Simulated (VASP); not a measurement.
# Bulk modulus of hcp metals: r2SCAN against PBE

VASP (plane waves, PAW); cells keep the symmetry of their structure type. Static lattice, from a third-order Birch-Murnaghan fit over five volumes at each level.

Here x stands for PBE B0 and y for r2SCAN B0.

```
solid  PBE B0 (GPa)  r2SCAN B0 (GPa)  cut-off (eV)
-----  ------------  ---------------  ------------
Tl             26.5             32.0           520
Mg             35.9             40.8           520
Lu             47.9             49.3           520
Hf            109.2            113.8           520
Ti            112.0            117.5           520
Tc            300.7                ?           520
Ru            312.5            338.1           520
```

Q: Fit y against x with a straight line, and predict the withheld value at x = 300.7.

A: With u = x - 107, the rows have u = -80.50, -71.10, -59.10, 2.20, 5.00, 205.50. Means: u 0.33333, y 115.25. About the means, the sum of products is 61696 and the sum of squares of u is 57288; the slope is their ratio. Least squares gives y = 114.89 + 1.07696·u. Residuals (row less fit): 3.81, 2.48, -1.94, -3.46, -2.77, 1.89; standard error 3.45 (degrees of freedom: 4). The slope is 1.08 with a standard error of 0.014. At the withheld row, u = 193.70, so y = 114.89 + 1.07696 × 193.70 = 323.50 GPa. The calculation gives 322.0 GPa, 1.50 GPa below the prediction (0.5 % of the range of y in the table). The row lies between fitted rows. From the scatter of the fitted rows alone, a prediction at this place has a standard error of 4.66 GPa, so the miss is 0.3 times that.

The filled 4f shell of Lu is frozen in the core. The rows are a random draw from the solids of this series computed here; series whose standard error about the line passes 12 to 30 % of the range of y, or with no trend, aren't shown in this form.
